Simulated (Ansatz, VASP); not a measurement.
# Cross-check of MgBe2 between VASP and Ansatz, part 2 of 2

Wanted: the spread between two codes on one cell, functional and k mesh. The cell is generated by rule, not measured, and may not be a known phase. The cell is taken from a series of runs on this material, whose earlier steps may have relaxed, scaled, displaced or heated it; both programs get it as it stands.

VASP 6.6.1 and Ansatz 0.2.0.

So far: Set-up; Ansatz: zone-centre phonons, PBEsol; VASP: zone-centre phonons, PBEsol.

**3. VASP: zone-centre phonons, PBEsol (continued)**

Level of this step: PBEsol; plane waves and PAW (Be, Mg); invented cell (VASP).

Numbers of over 12 decimals in the logs are rounded to 6 here.

From OUTCAR (step 3):

```text
ion  position               nearest neighbor table
   1  0.219  0.781  0.382-   2 2.20   2 2.20   3 2.22   3 2.22   4 2.26   4 2.26   6 2.59   5 2.59
                             5 2.77   5 2.77
   2  0.719  0.281  0.118-   1 2.20   1 2.20   4 2.22   4 2.22   3 2.26   3 2.26   5 2.59   6 2.59
                             6 2.77   6 2.77
   3  0.781  0.219  0.618-   4 2.20   4 2.20   1 2.22   1 2.22   2 2.26   2 2.26   6 2.59   5 2.59
                             5 2.77   5 2.77
   4  0.281  0.719  0.882-   3 2.20   3 2.20   2 2.22   2 2.22   1 2.26   1 2.26   5 2.59   6 2.59
                             6 2.77   6 2.77
   5  0.500  0.500  0.500-   2 2.59   4 2.59   3 2.59   1 2.59   1 2.77   3 2.77   1 2.77   3 2.77
                             6 2.89   6 2.89   6 2.89   6 2.89
   6  0.000  0.000  0.000-   1 2.59   3 2.59   2 2.59   4 2.59   2 2.77   4 2.77   2 2.77   4 2.77
                             5 2.89   5 2.89   5 2.89   5 2.89

  LATTYP: Found a base centered orthorhombic cell.
 ALAT       =     3.7546556304
 B/A-ratio  =     2.4036873816
 C/A-ratio  =     1.1677733465

 Subroutine GETGRP returns: Found  8 space group operations
 (whereof  4 operations were pure point group operations)

The static configuration has the point symmetry C_2h.
 The point group associated with its full space group is D_2h.

 Found    155 irreducible k-points:

   k-points           NKPTS =    155   k-points in BZ     NKDIM =    155   number of bands    NBANDS=     12

   dimension x,y,z NGX =    40 NGY =   40 NGZ =   36
   dimension x,y,z NGXF=    80 NGYF=   80 NGZF=   72

   ENCUT  =  600.0 eV  44.10 Ry    6.64 a.u.   9.76  9.76  8.76*2*pi/ulx,y,z

   NELECT =      12.0000    total number of electrons

 k-points in reciprocal lattice and weights: Automatic mesh
   0.00000000  0.00000000  0.00000000       0.001
   0.10000000  0.00000000  0.00000000       0.005
   0.20000000  0.00000000  0.00000000       0.005
   0.30000000  0.00000000  0.00000000       0.005
   0.40000000  0.00000000  0.00000000       0.005
   0.50000000  0.00000000  0.00000000       0.003
   0.10000000  0.10000000  0.00000000       0.003
   0.20000000  0.10000000  0.00000000       0.005
   0.30000000  0.10000000  0.00000000       0.005
[...]
-----------------------------------------------------------------------------------
    total drift:                               -0.000000      0.000000      0.000000

 Eigenvectors and eigenvalues of the dynamical matrix
 ----------------------------------------------------

   1 f  =   19.073928 THz   119.845022 2PiTHz  636.237743 cm-1    78.883391 meV
             X         Y         Z           dx          dy          dz
      1.877328  2.538834  1.673606    -0.500000   -0.000000    0.000000
      1.877328 -1.973675  0.518687     0.500000   -0.000000   -0.000000
      1.877328 -2.538834  2.710981     0.500000   -0.000000   -0.000000
      1.877328  1.973675  3.865900    -0.500000    0.000000   -0.000000
      1.877328  0.000000  2.192293    -0.000000    0.000000    0.000000
      0.000000  0.000000  0.000000     0.000000   -0.000000    0.000000

   2 f  =   16.450863 THz   103.363822 2PiTHz  548.741728 cm-1    68.035273 meV
             X         Y         Z           dx          dy          dz
      1.877328  2.538834  1.673606    -0.000000   -0.112352    0.475169
      1.877328 -1.973675  0.518687     0.000000   -0.112352   -0.475169
      1.877328 -2.538834  2.710981    -0.000000   -0.112352    0.475169
      1.877328  1.973675  3.865900     0.000000   -0.112352   -0.475169
      1.877328  0.000000  2.192293    -0.000000    0.138670    0.062877
      0.000000  0.000000  0.000000    -0.000000    0.138670   -0.062877

   3 f  =   16.107265 THz   101.204928 2PiTHz  537.280512 cm-1    66.614264 meV
             X         Y         Z           dx          dy          dz
      1.877328  2.538834  1.673606     0.000000   -0.134970    0.481439
      1.877328 -1.973675  0.518687    -0.000000    0.134970    0.481439
      1.877328 -2.538834  2.710981     0.000000    0.134970   -0.481439
      1.877328  1.973675  3.865900    -0.000000   -0.134970   -0.481439
      1.877328  0.000000  2.192293    -0.000000   -0.000000   -0.000000
      0.000000  0.000000  0.000000     0.000000    0.000000    0.000000

   4 f  =   16.076323 THz   101.010519 2PiTHz  536.248429 cm-1    66.486302 meV
             X         Y         Z           dx          dy          dz
      1.877328  2.538834  1.673606     0.000000   -0.242992    0.436984
      1.877328 -1.973675  0.518687     0.000000   -0.242992   -0.436984
      1.877328 -2.538834  2.710981    -0.000000    0.242992   -0.436984
      1.877328  1.973675  3.865900    -0.000000    0.242992    0.436984
      1.877328  0.000000  2.192293     0.000000    0.000000    0.000000
      0.000000  0.000000  0.000000    -0.000000   -0.000000    0.000000

   5 f  =   14.434759 THz    90.696263 2PiTHz  481.491717 cm-1    59.697338 meV
             X         Y         Z           dx          dy          dz
      1.877328  2.538834  1.673606     0.497870    0.000000   -0.000000
      1.877328 -1.973675  0.518687    -0.497870   -0.000000   -0.000000
      1.877328 -2.538834  2.710981     0.497870   -0.000000    0.000000
      1.877328  1.973675  3.865900    -0.497870    0.000000    0.000000
      1.877328  0.000000  2.192293    -0.065194    0.000000    0.000000
      0.000000  0.000000  0.000000     0.065194    0.000000    0.000000

   6 f  =   14.069726 THz    88.402694 2PiTHz  469.315534 cm-1    58.187684 meV
             X         Y         Z           dx          dy          dz
      1.877328  2.538834  1.673606     0.500000   -0.000000   -0.000000
      1.877328 -1.973675  0.518687     0.500000    0.000000    0.000000
      1.877328 -2.538834  2.710981    -0.500000    0.000000    0.000000
      1.877328  1.973675  3.865900    -0.500000   -0.000000   -0.000000
      1.877328  0.000000  2.192293     0.000000    0.000000   -0.000000
      0.000000  0.000000  0.000000    -0.000000    0.000000    0.000000

   7 f  =   13.245362 THz    83.223067 2PiTHz  441.817733 cm-1    54.778393 meV
             X         Y         Z           dx          dy          dz
      1.877328  2.538834  1.673606    -0.000000    0.458009   -0.122436
      1.877328 -1.973675  0.518687     0.000000   -0.458009   -0.122436
      1.877328 -2.538834  2.710981    -0.000000    0.458009   -0.122436
      1.877328  1.973675  3.865900     0.000000   -0.458009   -0.122436
      1.877328  0.000000  2.192293    -0.000000   -0.168165    0.148981
      0.000000  0.000000  0.000000     0.000000    0.168165    0.148981

   8 f  =   12.258168 THz    77.020343 2PiTHz  408.888482 cm-1    50.695688 meV
             X         Y         Z           dx          dy          dz
      1.877328  2.538834  1.673606     0.000000    0.330690    0.154595
      1.877328 -1.973675  0.518687    -0.000000    0.330690   -0.154595
      1.877328 -2.538834  2.710981    -0.000000    0.330690    0.154595
      1.877328  1.973675  3.865900    -0.000000    0.330690   -0.154595
      1.877328  0.000000  2.192293     0.000000   -0.402141   -0.267901
      0.000000  0.000000  0.000000     0.000000   -0.402141    0.267901

   9 f  =   11.191916 THz    70.320880 2PiTHz  373.322120 cm-1    46.286023 meV
             X         Y         Z           dx          dy          dz
      1.877328  2.538834  1.673606    -0.000000   -0.481439   -0.134970
      1.877328 -1.973675  0.518687    -0.000000    0.481439   -0.134970
      1.877328 -2.538834  2.710981     0.000000    0.481439    0.134970
      1.877328  1.973675  3.865900     0.000000   -0.481439    0.134970
      1.877328  0.000000  2.192293    -0.000000    0.000000    0.000000
      0.000000  0.000000  0.000000     0.000000   -0.000000   -0.000000

  10 f  =   11.045227 THz    69.399211 2PiTHz  368.429130 cm-1    45.679370 meV
             X         Y         Z           dx          dy          dz
      1.877328  2.538834  1.673606    -0.000000   -0.436984   -0.242992
      1.877328 -1.973675  0.518687     0.000000   -0.436984    0.242992
      1.877328 -2.538834  2.710981     0.000000    0.436984    0.242992
      1.877328  1.973675  3.865900     0.000000    0.436984   -0.242992
      1.877328  0.000000  2.192293     0.000000   -0.000000   -0.000000
      0.000000  0.000000  0.000000    -0.000000    0.000000   -0.000000

  11 f  =    9.283539 THz    58.330196 2PiTHz  309.665527 cm-1    38.393615 meV
             X         Y         Z           dx          dy          dz
      1.877328  2.538834  1.673606    -0.000000    0.147285    0.017713
      1.877328 -1.973675  0.518687     0.000000    0.147285   -0.017713
      1.877328 -2.538834  2.710981    -0.000000    0.147285    0.017713
      1.877328  1.973675  3.865900    -0.000000    0.147285   -0.017713
      1.877328  0.000000  2.192293    -0.000000   -0.178079    0.651364
      0.000000  0.000000  0.000000     0.000000   -0.178079   -0.651364

  12 f  =    8.838786 THz    55.535731 2PiTHz  294.830168 cm-1    36.554266 meV
             X         Y         Z           dx          dy          dz
      1.877328  2.538834  1.673606     0.000000   -0.003206   -0.229033
      1.877328 -1.973675  0.518687    -0.000000    0.003206   -0.229033
      1.877328 -2.538834  2.710981    -0.000000   -0.003206   -0.229033
      1.877328  1.973675  3.865900     0.000000    0.003206   -0.229033
      1.877328  0.000000  2.192293    -0.000000    0.563223    0.279010
      0.000000  0.000000  0.000000     0.000000   -0.563223    0.279010

  13 f  =    8.657150 THz    54.394478 2PiTHz  288.771442 cm-1    35.803080 meV
             X         Y         Z           dx          dy          dz
      1.877328  2.538834  1.673606    -0.046099   -0.000000    0.000000
      1.877328 -1.973675  0.518687     0.046099   -0.000000    0.000000
      1.877328 -2.538834  2.710981    -0.046099   -0.000000    0.000000
      1.877328  1.973675  3.865900     0.046099    0.000000    0.000000
      1.877328  0.000000  2.192293    -0.704095   -0.000000   -0.000000
      0.000000  0.000000  0.000000     0.704095    0.000000    0.000000
    [... 43 further lines ...]
      1.877328  0.000000  2.192293     0.000000    0.393065   -0.335705
      0.000000  0.000000  0.000000     0.000000   -0.393065   -0.335705

 ELASTIC MODULI CONTR FROM IONIC RELAXATION (kBar)
 Direction    XX          YY          ZZ          XY          YZ          ZX
 --------------------------------------------------------------------------------
 XX          -6.7866     17.0284     15.2187     -0.0000     -0.0000      0.0000
 YY          17.0284    -69.4751    -16.3516      0.0000     -0.0000     -0.0000
 ZZ          15.2187    -16.3516    -51.9492     -0.0000      0.0000     -0.0000
 XY          -0.0000      0.0000     -0.0000     -9.8848      0.0000     -0.0000
 YZ          -0.0000      0.0000      0.0000      0.0000    -16.7768     -0.0000
 ZX           0.0000     -0.0000     -0.0000     -0.0000     -0.0000     -3.2214
 --------------------------------------------------------------------------------
```

**4. Side by side**

Known differences besides the potentials themselves: the data sets hold 28 valence electrons in Ansatz (on its default PAW (the set named soft_2) files) and 12 in VASP; the cutoff is 420 eV in Ansatz and 600 eV in VASP; Ansatz makes its cores anew for this functional, VASP keeps those of its PBE data sets. Total energies have different zeros and are not compared.

The two programs side by side:

```csv
quantity,Ansatz,VASP,difference
"optical mode 1 (imaginary, printed as negative) (cm⁻¹)",-153.3,-154.0,+0.7
optical mode 2 (cm⁻¹),198.1,198.9,-0.41 %
optical mode 3 (cm⁻¹),287.5,288.8,-0.45 %
optical mode 4 (cm⁻¹),293.6,294.8,-0.42 %
optical mode 5 (cm⁻¹),308.1,309.7,-0.51 %
optical mode 6 (cm⁻¹),368.3,368.4,-0.03 %
optical mode 7 (cm⁻¹),372.6,373.3,-0.20 %
optical mode 8 (cm⁻¹),406.6,408.9,-0.57 %
optical mode 9 (cm⁻¹),440.7,441.8,-0.26 %
optical mode 10 (cm⁻¹),467.0,469.3,-0.50 %
optical mode 11 (cm⁻¹),479.2,481.5,-0.48 %
optical mode 12 (cm⁻¹),532.2,536.2,-0.75 %
optical mode 13 (cm⁻¹),535.0,537.3,-0.42 %
optical mode 14 (cm⁻¹),545.9,548.7,-0.53 %
optical mode 15 (cm⁻¹),631.6,636.2,-0.73 %
```

Modes are paired by rising frequency, not by their patterns, so a pair may set unlike modes beside each other; they are those without the splitting of longitudinal modes.

**5. Results**

| Quantity | Value |
| --- | --- |
| r.m.s. difference of the optical zone-centre modes, each program's sorted by frequency (zone-centre phonons, PBEsol) | 2.2 cm⁻¹ |
| difference in optical mode 12 (zone-centre phonons, PBEsol) | -0.7 % |

**Reading.** The r.m.s. difference of the optical zone-centre modes, each program's sorted by frequency is 2.2 cm⁻¹ (zone-centre phonons, PBEsol). The data sets hold unlike numbers of valence electrons (28 in Ansatz and 12 in VASP), so part of the differences comes from the potentials. Among the rows given in per cent, the largest difference of the zone-centre phonons, PBEsol pair is in optical mode 12, -0.7 %. How closely two codes agree says nothing of how well the functional describes the real material.

[Lines on the potential files, build, host, timing and source positions are cut from VASP's logs without a mark.]

[Logs are printed without paths, hosts, clocks, repeated set-up lines and the standing remarks that a program may print on its own settings, such as how far it seeks lower states.]

[Hosts, paths, dates, database ids (printed as entryN), source tags and the programs' standing remarks are cut or masked in the printed files.]
